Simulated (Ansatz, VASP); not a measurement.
## TiO2 (Rutile) in two plane-wave programs

Aim: how closely do two programs agree when they are given the same cell, functional and k mesh? The cell is taken from a series of runs on this material, whose earlier steps may have relaxed, scaled, displaced or heated it; both programs get it as it stands.

Main program and level: Ansatz 0.2.0; plane waves, with VASP 6.6.1 beside it; zone-centre phonons at RPBE.

## 1. The structure

It takes space group P4_2/mnm (No. 136, tetragonal). The conventional cell has a = 4.688 Å, b = 4.688 Å, c = 2.980 Å, α = 90.00°, β = 90.00°, γ = 90.00°. Nearest to Ti lie 6 O at 1.97 to 2.03 Å. O has 3 Ti at 1.97 to 2.03 Å nearest. Farther neighbours and most contacts between anions are not listed.

Structure file:

```xyz
6
Lattice="4.6876 0.0000 0.0000 0.0000 4.6876 0.0000 0.0000 0.0000 2.9799" Properties=species:S:1:pos:R:3 pbc="T T T"
Ti    0.0000    0.0000    0.0000
Ti    2.3438    2.3438    1.4900
O     1.4341    1.4341    0.0000
O     0.9097    3.7779    1.4900
O     3.2535    3.2535    0.0000
O     3.7779    0.9097    1.4900
```

## 2. VASP: zone-centre phonons, RPBE

Second derivatives magnify differences that forces hide, and they need a tight electronic threshold.

Lines of VASP's logs that name or quote its potential files are left out, and so is its time.

INCAR reads:

```
SYSTEM = TiO2
PREC = Accurate
ENCUT = 600
EDIFF = 1E-08
NELM = 120
ISMEAR = 0
SIGMA = 0.01
LREAL = .FALSE.
ALGO = Normal
GGA = RP
NBANDS = 30
LASPH = .TRUE.
LORBIT = 11
LWAVE = .FALSE.
LCHARG = .FALSE.
ISIF = 2
IBRION = 8
GGA_COMPAT = .FALSE.
EFERMI = MIDGAP
KPAR = 2
```

POSCAR reads:

```
TiO2
1.0
    4.6875641933      0.0000000000      0.0000000000
    0.0000000000      4.6875641933      0.0000000000
    0.0000000000      0.0000000000      2.9799078038
Ti O
2 4
Direct
    0.0000000000      0.0000000000      0.0000000000
    0.5000000000      0.5000000000      0.5000000000
    0.3059304523      0.3059304523      0.0000000000
    0.1940695477      0.8059304523      0.5000000000
    0.6940695477      0.6940695477      0.0000000000
    0.8059304523      0.1940695477      0.5000000000
```

KPOINTS reads:

```
Automatic mesh
0
Gamma
6 6 8
0 0 0
```

The projector-augmented-wave data sets are Ti_sv and O (PBE family, release 64).

Started as:

```
mpirun -np 2 vasp_std
```

Numbers of over 12 decimals in the logs are rounded to 6 here.

Log:

```text
[banner, memory and clock lines left out]
running    2 mpi-ranks, on    1 nodes
 distrk:  each k-point on    1 cores,    2 groups
 distr:  one band on    1 cores,    1 groups

 POSCAR found type information on POSCAR TiO
 POSCAR found :  2 types and       6 ions
|                                                                             |
|               ----> ADVICE to this user running VASP <----                  |
|                                                                             |
|     You enforced a specific xc type in the INCAR file but a different       |
|     [... a line on the potential file left out ...]
|     I HOPE YOU KNOW WHAT YOU ARE DOING!                                     |
|                                                                             |

 LDA part: xc-table for (Slater+PW92), standard interpolation
 POSCAR, INCAR and KPOINTS ok, starting setup
 FFT: planning ... GRIDC
 FFT: planning ... GRID_SOFT
 FFT: planning ... GRID
 WAVECAR not read
 entering main loop
       N       E                     dE             d eps       ncg     rms          rms(c)
DAV:   1     0.707812978778E+03    0.70781E+03   -0.26909E+04  3000   0.207E+03
DAV:   2     0.539028805217E+02   -0.65391E+03   -0.62059E+03  3198   0.582E+02
DAV:   3    -0.634716845937E+02   -0.11737E+03   -0.11376E+03  4478   0.215E+02
DAV:   4    -0.687809619586E+02   -0.53093E+01   -0.53018E+01  4238   0.477E+01
DAV:   5    -0.690015124222E+02   -0.22055E+00   -0.22050E+00  4120   0.788E+00    0.300E+01
DAV:   6    -0.518271504789E+02    0.17174E+02   -0.10650E+02  3674   0.954E+01    0.121E+01
DAV:   7    -0.515013263666E+02    0.32582E+00   -0.17408E+01  3602   0.346E+01    0.779E+00
DAV:   8    -0.511927057841E+02    0.30862E+00   -0.24742E+00  3546   0.149E+01    0.328E+00
DAV:   9    -0.512201501417E+02   -0.27444E-01   -0.37691E-01  4154   0.437E+00    0.128E+00
DAV:  10    -0.512235141001E+02   -0.33640E-02   -0.72539E-02  3654   0.261E+00    0.205E-01
DAV:  11    -0.512232694148E+02    0.24469E-03   -0.39163E-03  4292   0.482E-01    0.548E-02
DAV:  12    -0.512233484225E+02   -0.79008E-04   -0.87277E-04  3600   0.311E-01    0.522E-02
DAV:  13    -0.512233126345E+02    0.35788E-04   -0.19387E-04  3846   0.115E-01    0.787E-03
DAV:  14    -0.512233191384E+02   -0.65039E-05   -0.16758E-05  3338   0.284E-02    0.212E-03
DAV:  15    -0.512233189422E+02    0.19615E-06   -0.68556E-07  4310   0.559E-03    0.106E-03
DAV:  16    -0.512233191791E+02   -0.23689E-06   -0.19044E-07  3390   0.304E-03    0.148E-03
DAV:  17    -0.512233191405E+02    0.38571E-07   -0.12909E-07  3794   0.378E-03    0.170E-04
DAV:  18    -0.512233190942E+02    0.46290E-07   -0.76757E-09  1668   0.973E-04    0.388E-04
DAV:  19    -0.512233191113E+02   -0.17057E-07   -0.62132E-09  1608   0.110E-03    0.936E-05
DAV:  20    -0.512233191103E+02    0.93769E-09   -0.28467E-09  1584   0.318E-04
   1 F= -.51223319E+02 E0= -.51223319E+02  d E =0.000000E+00
 Linear response reoptimize wavefunctions to high precision
DAV:   1    -0.512233191104E+02   -0.70031E-10   -0.60624E-10  1590   0.210E-04
 Linear response DOF=           4
 Linear response progress:
  Degree of freedom:   1/  4
       N       E                     dE             d eps       ncg     rms          rms(c)
RMM:   1    -0.858332379931E+00   -0.85833E+00    0.32853E+00  6040   0.106E+02
RMM:   2    -0.835330743749E+00    0.23002E-01   -0.19329E-01 10420   0.302E+00    0.270E-01
RMM:   3    -0.829769046185E+00    0.55617E-02   -0.28917E-02 12295   0.892E-01    0.150E-01
RMM:   4    -0.829006321667E+00    0.76272E-03   -0.16487E-02 13310   0.493E-01    0.455E-02
RMM:   5    -0.829399784875E+00   -0.39346E-03   -0.23891E-03 14489   0.207E-01    0.284E-02
RMM:   6    -0.830066455544E+00   -0.66667E-03   -0.47652E-04 14509   0.844E-02    0.149E-02
RMM:   7    -0.830687123431E+00   -0.62067E-03   -0.14761E-04 13537   0.498E-02    0.375E-03
RMM:   8    -0.830643218333E+00    0.43905E-04   -0.12211E-04 14975   0.277E-02    0.116E-03
RMM:   9    -0.830636612015E+00    0.66063E-05   -0.43097E-05 14844   0.163E-02    0.938E-04
RMM:  10    -0.830663130681E+00   -0.26519E-04   -0.20384E-05 14668   0.102E-02    0.367E-04
RMM:  11    -0.830666770283E+00   -0.36396E-05   -0.10116E-05 15403   0.669E-03    0.299E-04
RMM:  12    -0.830673335915E+00   -0.65656E-05   -0.15164E-05 15116   0.462E-03    0.185E-04
RMM:  13    -0.830674746567E+00   -0.14107E-05   -0.67923E-06 15519   0.331E-03    0.177E-04
RMM:  14    -0.830675804238E+00   -0.10577E-05   -0.14047E-05 15597   0.243E-03    0.187E-04
RMM:  15    -0.830675642215E+00    0.16202E-06   -0.74768E-06 14655   0.187E-03    0.173E-04
 first order change of Fermi-energy   0.17762E-03
 force on displaced ion       1 direction 1 : -13.802   6.084   0.000
 Linear response progress:
  Degree of freedom:   2/  4
       N       E                     dE             d eps       ncg     rms          rms(c)
RMM:   1    -0.742681685100E+00   -0.74268E+00    0.61368E+00  4145   0.104E+02
RMM:   2    -0.721231385106E+00    0.21450E-01   -0.14643E-01  6443   0.270E+00    0.274E-01
RMM:   3    -0.719462243037E+00    0.17691E-02   -0.36673E-02  7707   0.811E-01    0.134E-01
RMM:   4    -0.719197101356E+00    0.26514E-03   -0.12630E-02  8341   0.394E-01    0.334E-02
RMM:   5    -0.719831265747E+00   -0.63416E-03   -0.15968E-03  8912   0.142E-01    0.144E-02
RMM:   6    -0.720286281261E+00   -0.45502E-03   -0.34022E-04  8775   0.602E-02    0.638E-03
RMM:   7    -0.720447971964E+00   -0.16169E-03   -0.13434E-04  8864   0.325E-02    0.327E-03
RMM:   8    -0.720612575808E+00   -0.16460E-03   -0.70273E-05  8533   0.205E-02    0.130E-03
RMM:   9    -0.720566192195E+00    0.46384E-04   -0.40650E-05  9093   0.123E-02    0.627E-04
RMM:  10    -0.720568257748E+00   -0.20656E-05   -0.32597E-05  9468   0.799E-03    0.694E-04
RMM:  11    -0.720558883270E+00    0.93745E-05   -0.24821E-05  8965   0.568E-03    0.124E-03
RMM:  12    -0.720583685120E+00   -0.24802E-04   -0.19281E-05  8247   0.486E-03    0.329E-04
RMM:  13    -0.720584740564E+00   -0.10554E-05   -0.14223E-05  9281   0.343E-03    0.334E-04
RMM:  14    -0.720585457042E+00   -0.71648E-06   -0.11307E-05  9353   0.269E-03    0.310E-04
[...]
RMM:  18    -0.720590161295E+00   -0.32221E-06   -0.55025E-06  9123   0.137E-03    0.316E-05
RMM:  19    -0.720589852892E+00    0.30840E-06   -0.33505E-06  9372   0.117E-03    0.360E-05
RMM:  20    -0.720590057181E+00   -0.20429E-06   -0.36765E-06  9723   0.100E-03    0.551E-05
RMM:  21    -0.720589995255E+00    0.61926E-07   -0.23359E-06  8736   0.877E-04    0.721E-05
RMM:  22    -0.720590054899E+00   -0.59644E-07   -0.27156E-06  8438   0.784E-04    0.110E-04
RMM:  23    -0.720590052827E+00    0.20717E-08   -0.16860E-06  9463   0.681E-04    0.129E-04
RMM:  24    -0.720590112632E+00   -0.59804E-07   -0.20488E-06  8754   0.622E-04    0.123E-04
RMM:  25    -0.720590064639E+00    0.47992E-07   -0.13027E-06  8484   0.546E-04    0.125E-04
 first order change of Fermi-energy   0.32048E-03
 force on displaced ion       1 direction 3 :   0.000  -0.000   1.297
 Linear response progress:
  Degree of freedom:   3/  4
       N       E                     dE             d eps       ncg     rms          rms(c)
RMM:   1    -0.387181571277E+00   -0.38718E+00    0.16911E-01 13247   0.313E+00
RMM:   2    -0.373014916537E+00    0.14167E-01   -0.19386E-02 11105   0.765E-01    0.221E-01
RMM:   3    -0.375157588922E+00   -0.21427E-02   -0.47462E-03 11770   0.350E-01    0.148E-01
RMM:   4    -0.376258624358E+00   -0.11010E-02   -0.14046E-03 12214   0.200E-01    0.682E-02
RMM:   5    -0.377139239273E+00   -0.88061E-03   -0.46464E-04 13200   0.120E-01    0.293E-02
RMM:   6    -0.377353670390E+00   -0.21443E-03   -0.20966E-04 14653   0.641E-02    0.168E-02
RMM:   7    -0.377391469545E+00   -0.37799E-04   -0.26262E-05 14016   0.367E-02    0.639E-03
RMM:   8    -0.377392444342E+00   -0.97480E-06    0.86051E-06 14288   0.202E-02    0.289E-03
RMM:   9    -0.377389770142E+00    0.26742E-05    0.15966E-05 14805   0.114E-02    0.111E-03
RMM:  10    -0.377393482690E+00   -0.37125E-05    0.58907E-06 14822   0.634E-03    0.653E-04
RMM:  11    -0.377394309530E+00   -0.82684E-06    0.13660E-05 15255   0.368E-03    0.305E-04
RMM:  12    -0.377395288827E+00   -0.97930E-06    0.91131E-06 15164   0.215E-03    0.153E-04
RMM:  13    -0.377395801280E+00   -0.51245E-06    0.78975E-06 14870   0.125E-03    0.919E-05
RMM:  14    -0.377396188272E+00   -0.38699E-06    0.48602E-06 14933   0.765E-04    0.305E-05
RMM:  15    -0.377396447023E+00   -0.25875E-06    0.30196E-06 15269   0.451E-04    0.267E-05
RMM:  16    -0.377396638151E+00   -0.19113E-06    0.20490E-06 15177   0.274E-04    0.929E-06
RMM:  17    -0.377396710956E+00   -0.72805E-07    0.12208E-06 14818   0.180E-04    0.146E-05
RMM:  18    -0.377396789294E+00   -0.78338E-07    0.79936E-07 14043   0.123E-04    0.240E-05
RMM:  19    -0.377396831529E+00   -0.42235E-07    0.40976E-07 14841   0.849E-05    0.138E-05
RMM:  20    -0.377396859152E+00   -0.27623E-07    0.18852E-07 14416   0.663E-05    0.102E-06
RMM:  21    -0.377396872174E+00   -0.13022E-07    0.13655E-07 15376   0.478E-05    0.122E-06
RMM:  22    -0.377396877665E+00   -0.54907E-08    0.55832E-08 13979   0.393E-05    0.435E-06
 first order change of Fermi-energy  -0.39130E-01
 force on displaced ion       3 direction 1 : -10.228  -4.823   0.000
 Linear response progress:
  Degree of freedom:   4/  4
       N       E                     dE             d eps       ncg     rms          rms(c)
RMM:   1    -0.372968217456E+00   -0.37297E+00    0.19713E-01 11305   0.321E+00
RMM:   2    -0.359686835301E+00    0.13281E-01   -0.22479E-02  9762   0.789E-01    0.186E-01
RMM:   3    -0.362508368814E+00   -0.28215E-02   -0.49253E-03 11129   0.315E-01    0.990E-02
RMM:   4    -0.364752867464E+00   -0.22445E-02   -0.14803E-03 11245   0.182E-01    0.341E-02
RMM:   5    -0.365347912813E+00   -0.59505E-03   -0.40437E-04 12468   0.789E-02    0.949E-03
RMM:   6    -0.365331846594E+00    0.16066E-04   -0.80603E-05 12247   0.339E-02    0.521E-03
RMM:   7    -0.365319640186E+00    0.12206E-04   -0.17488E-05 12237   0.167E-02    0.251E-03
RMM:   8    -0.365311981602E+00    0.76586E-05   -0.10246E-05 12418   0.895E-03    0.852E-04
RMM:   9    -0.365310688939E+00    0.12927E-05   -0.22527E-05 12763   0.453E-03    0.496E-04
RMM:  10    -0.365310034033E+00    0.65491E-06   -0.85205E-06 12709   0.240E-03    0.244E-04
RMM:  11    -0.365309534875E+00    0.49916E-06   -0.85392E-06 13057   0.138E-03    0.656E-05
RMM:  12    -0.365309221410E+00    0.31347E-06   -0.51793E-06 12962   0.737E-04    0.521E-05
RMM:  13    -0.365309146086E+00    0.75323E-07   -0.24536E-06 13270   0.428E-04    0.273E-05
RMM:  14    -0.365309148067E+00   -0.19806E-08   -0.16609E-06 12914   0.257E-04    0.720E-06
RMM:  15    -0.365309143669E+00    0.43985E-08   -0.94007E-07 13216   0.155E-04    0.110E-05
RMM:  16    -0.365309144783E+00   -0.11149E-08   -0.47248E-07 13163   0.973E-05    0.850E-06
RMM:  17    -0.365309133869E+00    0.10915E-07   -0.38932E-07 12950   0.659E-05    0.306E-06
RMM:  18    -0.365309123568E+00    0.10301E-07   -0.20262E-07 13264   0.462E-05    0.170E-06
RMM:  19    -0.365309130533E+00   -0.69657E-08   -0.18738E-07 12577   0.349E-05    0.318E-06
RMM:  20    -0.365309127975E+00    0.25579E-08   -0.76724E-08 12114   0.287E-05    0.166E-06
 first order change of Fermi-energy   0.19201E-03
 force on displaced ion       3 direction 3 :   0.019   0.019  -6.626
 Linear response finished
```

(Continued in part 2 of 2.)

[Lines on the potential files, build, host, timing and source positions are cut from VASP's logs without a mark.]

[Logs are printed without paths, hosts, clocks, repeated set-up lines and the standing remarks that a program may print on its own settings, such as how far it seeks lower states.]

[Hosts, paths, dates, database ids (printed as entryN), source tags and the programs' standing remarks are cut or masked in the printed files.]
